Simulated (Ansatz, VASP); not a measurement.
# InGaSbAs ([001] superlattice of 1 + 1 monolayers (invented)): VASP beside Ansatz, part 2 of 2

Aim: how closely do two programs agree when they are given the same cell, functional and k mesh? The cell is generated by rule, not measured, and may not be a known phase. The cell is taken from a series of runs on this material, whose earlier steps may have relaxed, scaled, displaced or heated it; both programs get it as it stands.

VASP 6.6.1 and Ansatz 0.2.0.

So far: Starting point; VASP: relaxation of cell and atoms, r2SCAN.

### 3. Ansatz: relaxation of cell and atoms, r2SCAN

Level of this step: Ansatz beside VASP: Kohn-Sham DFT, plane waves, r2SCAN (Ansatz).

Ansatz runs on its PAW soft_1 files.

The same cell, functional, mesh and smearing now go to Ansatz, which takes its cutoff from its data sets.

Contents of input.yaml:

```yaml
crystal:
  lattice:
    - [4.299423798, 0.0, 0.0]
    - [0.0, 4.3371461287, 0.0]
    - [0.0, 0.0, 6.1533441708]
  atoms:
    - { symbol: In, position: [0.0, 0.0, 0.018292923] }
    - { symbol: As, position: [0.0, 0.5, 0.2670912534] }
    - { symbol: Ga, position: [0.5, 0.5, 0.4844403089] }
    - { symbol: Sb, position: [0.5, 0.0, 0.7301755147] }
kpoints:
  mp_grid: { grid: [10, 10, 8] }
hamiltonian:
  xc: r2scan
  pseudopotentials: { kind: paw, azcp: { folder: soft_1 } }
scf:
  occupations: { method: gaussian, width: 0.1 }
output:
  forces: true
  stress: true
  eigenvalues: true
relax:
  adjacent_minimum: "off"
  f_tol: 0.005
  max_steps: 80
  cell: { stress_tol: 0.05 }
```

Command:

```
ansatz run input.yaml --threads 4 --pin off --max-ram 9216MiB --backend cpu --events-out ev --progress --plain --runs-dir out
```

Numbers of over 12 decimals in the logs are rounded to 6 here.

The log of the run:

```text
Engine: ansatz 0.2.0, x86_64-unknown-linux-gnu
Pseudopotentials: kind: paw
Pseudopotential: In, paw, valence charge 13, recommended cutoff 500 eV (meta_gga), soft_1/In.paw.azcp
Pseudopotential: As, paw, valence charge 15, recommended cutoff 500 eV (meta_gga), soft_1/As.paw.azcp
Pseudopotential: Ga, paw, valence charge 13, recommended cutoff 500 eV (meta_gga), soft_1/Ga.paw.azcp
Pseudopotential: Sb, paw, valence charge 15, recommended cutoff 500 eV (meta_gga), soft_1/Sb.paw.azcp
Functional definition: r2SCAN
  parameter k0 = 0.174
  parameter k1 = 0.065
  parameter a1 = 4.9479
  exchange = r2scan_x(k0 = k0, k1 = k1, a1 = a1)
  correlation = r2scan_c
Crystal: 4 atoms, lattice volume = 114.743 Å³
Basis set: ecut = 500 eV, 2903 PW (Γ), exchange–correlation on 128×128×180 points (64 copies of the dense FFT grid, shifted against one another)
Bands: 34, of which v1, the nominal top of the filled ones, is band 28 counted from 1 (27 counted from 0)
Symmetry: 4 space group operations
Space group: Pmm2 (ITA 25), of the structure as read, at distance tolerance 4.9e-5 Å
k-points: 180 of 800 (time reversal used)
Non-local potential: In, projectors of the file, l = 0: 2, l = 1: 2, l = 2: 2, l = 3: 1
Non-local potential: As, projectors of the file, l = 0: 2, l = 1: 2, l = 2: 3, l = 3: 1
Non-local potential: Ga, projectors of the file, l = 0: 2, l = 1: 2, l = 2: 3, l = 3: 1
Non-local potential: Sb, projectors of the file, l = 0: 2, l = 1: 2, l = 2: 2, l = 3: 1
PAW form: soft (Blöchl's): semilocal exchange-correlation on the pseudo side does not see the compensation charge
PAW frozen core: In, regenerated for the run's functional (the file was generated under x = pbe(κ = 0.804, μ = 0.219515), c = pbe(β = 0.066725))
PAW frozen core: As, regenerated for the run's functional (the file was generated under x = pbe(κ = 0.804, μ = 0.219515), c = pbe(β = 0.066725))
PAW frozen core: Ga, regenerated for the run's functional (the file was generated under x = pbe(κ = 0.804, μ = 0.219515), c = pbe(β = 0.066725))
PAW frozen core: Sb, regenerated for the run's functional (the file was generated under x = pbe(κ = 0.804, μ = 0.219515), c = pbe(β = 0.066725))
PAW one-centre angular grid: In, 590 points (default); XC on 160 Gauss nodes
PAW one-centre angular grid: As, 590 points (default); XC on 160 Gauss nodes
PAW one-centre angular grid: Ga, 590 points (default); XC on 160 Gauss nodes
PAW one-centre angular grid: Sb, 590 points (default); XC on 160 Gauss nodes
Initial density: superposition of atomic densities (chi_scale 0.1, normalization cell, long waves kept (reshape's long-wave potential 0.01 eV rms))
Initial wavefunctions: pseudopotential atomic-orbital guess
Functional: x = r2scan, c = r2scan; τ floored in thin density (d = 2e-4 eV/Å³)
iter 1 solved again at ethr=1.56e-3 eV; its pass at ethr=3.10e-3 eV (dr2=8.73e-1 eV) is discarded
SCF iter   1: F=—  HF=-20766.991514 eV  |F-HF|=—  |Δ(HF+E_count)|=         —  Δρ=3.44e-2  dr2=8.70e-1  dr2_τ=1.56e-2  ethr=1.56e-3  ⟨swp⟩=1.0  Hψ=34040  notcnv=0
preconditioner: auto → Kerker (q_TF=auto, 2.421 Å⁻¹)  [metal: Δε(μ)=0.070 eV  Ē_g=14.712 eV  σ=0.100 eV  W_gap=0.35  n_scr=28 (ndim 8)  ℏωp=20.8 eV  f_vac=0.011  D(μ)=0.06/eV (n_scr^D=0)]
SCF iter   2: F=—  HF=-20767.059929 eV  |F-HF|=—  |Δ(HF+E_count)|=   6.84e-2  Δρ=2.13e-2  dr2=4.08e-1  dr2_τ=2.29e-3  ethr=1.55e-3  ⟨swp⟩=2.0  Hψ=7199  notcnv=0
preconditioner: auto → Resta (q_TF=auto, 2.421 Å⁻¹)  ε∞=3.0  [insulator: Δε(μ)=0.125 eV  Ē_g=14.645 eV  σ=0.100 eV  W_gap=0.51  n_scr=28 (ndim 8)  ℏωp=20.8 eV  f_vac=0.016  D(μ)=0.05/eV (n_scr^D=0)  ε∞_Penn≈3.0]
SCF iter   3: F=—  HF=-20767.067294 eV  |F-HF|=—  |Δ(HF+E_count)|=   7.36e-3  Δρ=3.34e-3  dr2=2.38e-2  dr2_τ=1.84e-4  ethr=7.28e-4  ⟨swp⟩=3.3  Hψ=10747  notcnv=0
SCF iter   4: F=—  HF=-20767.062231 eV  |F-HF|=—  |Δ(HF+E_count)|=   5.06e-3  Δρ=2.68e-3  dr2=6.97e-3  dr2_τ=4.83e-5  ethr=4.24e-5  ⟨swp⟩=2.0  Hψ=10693  notcnv=0  defer=73
SCF iter   5: F=—  HF=-20767.062837 eV  |F-HF|=—  |Δ(HF+E_count)|=   6.05e-4  Δρ=7.81e-4  dr2=1.32e-3  dr2_τ=7.73e-6  ethr=1.24e-5  ⟨swp⟩=2.1  Hψ=9308  notcnv=0  defer=73
SCF iter   6: F=—  HF=-20767.062848 eV  |F-HF|=—  |Δ(HF+E_count)|=   1.14e-5  Δρ=1.97e-4  dr2=4.77e-5  dr2_τ=7.57e-7  ethr=2.35e-6  ⟨swp⟩=2.0  Hψ=10206  notcnv=0  defer=73
SCF iter   7: F=—  HF=-20767.062875 eV  |F-HF|=—  |Δ(HF+E_count)|=   2.68e-5  Δρ=6.72e-5  dr2=4.81e-6  dr2_τ=9.66e-8  ethr=8.51e-8  ⟨swp⟩=2.0  Hψ=11117  notcnv=0  defer=73
SCF iter   8: F=—  HF=-20767.062877 eV  |F-HF|=—  |Δ(HF+E_count)|=   1.88e-6  Δρ=2.40e-5  dr2=6.97e-7  dr2_τ=1.32e-8  ethr=8.59e-9  ⟨swp⟩=2.0  Hψ=11037  notcnv=0  defer=73
SCF iter   9: F=-20767.062877 eV  HF=-20767.062877 eV  |F-HF|=2.58e-9  |Δ(HF+E_count)|=   1.38e-7  Δρ=3.94e-6  dr2=1.68e-8  dr2_τ=3.38e-10  ethr=1.79e-10  ⟨swp⟩=6.1  Hψ=31395  notcnv=0
SCF 1 converged in 9 iterations: F = -20767.062877 eV  dr2 = 1.68e-8
  greatest PAW one-centre occupation: 0.999 electrons in one spin orbital (limit 2), on the As atom at site 1 (counted from 0), in its partial waves of l = 2
relax step   1: F+E_penalty+E_count = -20767.06287657 eV  Δ(F+E_penalty+E_count) = +0.000e0 eV  max|allowed force component| = 4.194e-3 eV/Å  Δτ_max = 0.0000 Å  P = -0.009 GPa  Ω = 114.743 Å³  (9 SCF iters, dr2 threshold 1.00e-7 eV, accepted)
Initial density: handed on by an earlier stage of this run
Initial wavefunctions: pseudopotential atomic-orbital guess (no wavefunctions were taken with the density)
iter 1 solved again at ethr=2.79e-7 eV; its pass at ethr=3.10e-3 eV (dr2=1.56e-4 eV) is discarded
SCF iter   1: F=—  HF=-20767.062880 eV  |F-HF|=—  |Δ(HF+E_count)|=         —  Δρ=4.65e-6  dr2=2.02e-8  dr2_τ=5.03e-10  ethr=2.79e-7  ⟨swp⟩=3.0  Hψ=42784  notcnv=0
eigensolver tolerance schedule: the retry pair's looser diagonalisation over-reported the residual by 7742.18 of it (diagonalisation noise at 2.29 of the residual, at the tolerance the schedule requests for it); recorded, not acted on — ethr = c·dr2/N_el stays at c = 1.0e-1
preconditioner: auto → Kerker (q_TF=auto, 2.421 Å⁻¹)  [metal: Δε(μ)=0.085 eV  Ē_g=14.500 eV  σ=0.100 eV  W_gap=0.41  n_scr=28 (ndim 8)  ℏωp=20.8 eV  f_vac=0.093  D(μ)=0.06/eV (n_scr^D=0)]
SCF iter   2: F=—  HF=-20767.062877 eV  |F-HF|=—  |Δ(HF+E_count)|=   3.12e-6  Δρ=2.78e-6  dr2=9.91e-9  dr2_τ=2.50e-10  ethr=3.60e-11  ⟨swp⟩=3.0  Hψ=16123  notcnv=0
SCF iter   3: F=—  HF=-20767.062877 eV  |F-HF|=—  |Δ(HF+E_count)|=   5.22e-9  Δρ=1.99e-6  dr2=5.09e-9  dr2_τ=4.98e-11  ethr=1.77e-11  ⟨swp⟩=2.4  Hψ=9857  notcnv=0
SCF iter   4: F=—  HF=-20767.062877 eV  |F-HF|=—  |Δ(HF+E_count)|=   4.76e-9  Δρ=7.35e-7  dr2=9.82e-10  dr2_τ=1.18e-11  ethr=9.08e-12  ⟨swp⟩=2.0  Hψ=9362  notcnv=0
SCF iter   5: F=—  HF=-20767.062877 eV  |F-HF|=—  |Δ(HF+E_count)|=  4.15e-10  Δρ=3.21e-7  dr2=2.12e-10  dr2_τ=1.23e-12  ethr=1.75e-12  ⟨swp⟩=2.0  Hψ=11162  notcnv=0
SCF iter   6: F=—  HF=-20767.062877 eV  |F-HF|=—  |Δ(HF+E_count)|=  2.18e-11  Δρ=1.32e-7  dr2=4.16e-11  dr2_τ=1.54e-13  ethr=1.00e-12  ⟨swp⟩=2.0  Hψ=7020  notcnv=0
SCF iter   7: F=-20767.062877 eV  HF=-20767.062877 eV  |F-HF|=0.00e0  |Δ(HF+E_count)|=  1.46e-11  Δρ=4.13e-8  dr2=4.09e-12  dr2_τ=4.40e-14  ethr=1.00e-12  ⟨swp⟩=4.9  Hψ=20882  notcnv=0
SCF 2 converged in 7 iterations: F = -20767.062877 eV  dr2 = 4.09e-12
relax step   2: F+E_penalty+E_count = -20767.06287658 eV  Δ(F+E_penalty+E_count) = -1.358e-8 eV  max|allowed force component| = 4.206e-3 eV/Å  Δτ_max = 0.0000 Å  P = -0.009 GPa  Ω = 114.743 Å³  stress off target by 3.37e-2 GPa  SCF on the basis re-selected at this cell (its energy is not comparable with the rows above)  (7 SCF iters)
basis re-selected at this cell: Δ(F+E_penalty+E_count) = -1.358e-8 eV, ΔP = +0.000 GPa vs the last step (what re-selecting the basis moved, of the pressure what is left beyond the Pulay correction that the steps carried, after the strain that the cell walked since its last selection, with what the two solves' SCF thresholds leave and, on support functions, any second-order correction that the steps lacked; it is no m [...]
SCF converged after 7 iterations
Free energy (F): -20767.062877 eV
Harris-Foulkes:  -20767.062877 eV  (|F-HF|=0.00e0)
Internal energy: -20767.062597 eV  (E = F + TS)
E sigma→0 (E₀):  -20767.062737 eV
Entropy (-TS):   -0.000279 eV (-0.070 meV/atom)
Fermi energy:    7.522574 eV
--- Per-component energies (eV) ---
  E_band       = -624.908314
  E_kinetic    = 589.111848
  E_local      = -6943.571512  (includes V_loc(G=0)·N_el)
  E_nonlocal   = 234.016493
  E_hartree    = 3502.989045
  E_xc         = -344.334318
  E_vxc        = -323.831376  (∫ρ·V_xc dr)
  E_paw        = -12835.666996  (= ΣΔE_a)
  E_vpaw       = -1205.915456  (= ΣTr[D̂ρ^β])
  E_aug_tail   = 0.000018  (compensation charges beyond the density's cutoff)
  E_vtau       = 19.303635  (kinetic-family band-sum trace: ∫τ·v_τ [+ j·A + Jᵃ·Aᵃ] dr)
  E_ewald      = -4968.968322
  E_core_change = -0.638853  (= ΣΔE_core)
  E_smearing   = -0.000279  (= −TS)
  E_closure    = 0.000000  (closes the sum)
  Σ components = -20767.062877   (vs F -20767.062877, Δ=0.00e0)
--- Forces (eV/Å), atoms counted from 1 ---
  atom   1  In     0.00000000     0.00000000    -0.00420610
  atom   2  As     0.00000000     0.00000000     0.00130507
  atom   3  Ga     0.00000000     0.00000000     0.00087994
  atom   4  Sb     0.00000000     0.00000000     0.00202059
  max |Σ_I F_I| component: 5.08e-7 eV/Å
--- Stress (GPa, compression-positive) ---
       -0.011110       0.000000       0.000000
        0.000000      -0.033722       0.000000
        0.000000       0.000000       0.018117
  P = ⅓ Tr σ = -0.0089 GPa (-0.089 kbar)
--- Band table (eV; the first three rows and the last of 180) ---
  k-point 0: bands = [... 24 lower, 4.7409, 7.0929, 7.2821, 7.3847, 7.5138, 8.9092, 9.3339, 10.8962, ... 2 higher]
  k-point 1: bands = [... 24 lower, 4.7979, 6.2655, 7.1102, 7.3516, 8.1031, 8.9269, 9.5096, 10.8367, ... 2 higher]
  k-point 2: bands = [... 24 lower, 4.9634, 5.2927, 6.7091, 6.9874, 8.6067, 9.1377, 9.8772, 10.6367, ... 2 higher]
  k-point 179: bands = [... 24 lower, 4.0653, 4.1629, 4.2588, 4.3106, 11.3678, 11.4403, 11.6781, 12.0232, ... 2 higher]
--- Relaxed structure (1 steps of the walk, 1 accepted, 1 SCFs on fresh bases) ---
  F+E_penalty+E_count = -20767.06287658 eV   max|allowed force component| = 4.206e-3 eV/Å   (the final SCF, on the basis selected at the relaxed cell)
  cell:  # Å, volume = 114.7428 Å³
    - [4.299423798, 0.0, 0.0]
    - [0.0, 4.3371461287, 0.0]
    - [0.0, 0.0, 6.1533441708]
  atoms:
    - { symbol: In, position: [0.0, 0.0, 0.018292923] }
    - { symbol: As, position: [0.0, 0.500000, 0.267091] }
    - { symbol: Ga, position: [0.5, 0.500000, 0.484440] }
    - { symbol: Sb, position: [0.5, 0.0, 0.730176] }
```

### 4. Differences

Known differences besides the potentials themselves: VASP keeps PBE cores, Ansatz makes them for the functional; the data sets hold 56 valence electrons in Ansatz (on its PAW soft_1 files) and 36 in VASP; the cutoff is 500 eV in Ansatz and 550 eV in VASP; Ansatz adds a Pulay correction to the stress that steers its cell, VASP none. Total energies have different zeros and are not compared.

Both answers:

```tsv
quantity	Ansatz	VASP	difference
volume (Å³)	114.74	114.82	-0.07 %
edge a after relaxation, in the typed setting (Å)	4.299	4.301	-0.04 %
edge b after relaxation, in the typed setting (Å)	4.337	4.337	+0.00 %
edge c after relaxation, in the typed setting (Å)	6.153	6.155	-0.03 %
```

### 5. What came out

| Item | Value |
| --- | --- |
| difference in volume (relaxation of cell and atoms, r2SCAN) | -0.065 % |

In words: The difference in volume is -0.065 % (relaxation of cell and atoms, r2SCAN), within the 1.2 % picked in this series as the mark of a large difference, as far as the stopping tolerances let one tell. The data sets hold unlike numbers of valence electrons (56 in Ansatz and 36 in VASP), so part of the differences comes from the potentials. 1 further run of this series is not shown here. How closely two codes agree says nothing of how well the functional describes the real material.

[Lines on the potential files, build, host, timing and source positions are cut from VASP's logs without a mark.]

[Logs are printed without paths, hosts, clocks, repeated set-up lines and the standing remarks that a program may print on its own settings, such as how far it seeks lower states.]

[Hosts, paths, dates, database ids (printed as entryN), source tags and the programs' standing remarks are cut or masked in the printed files.]
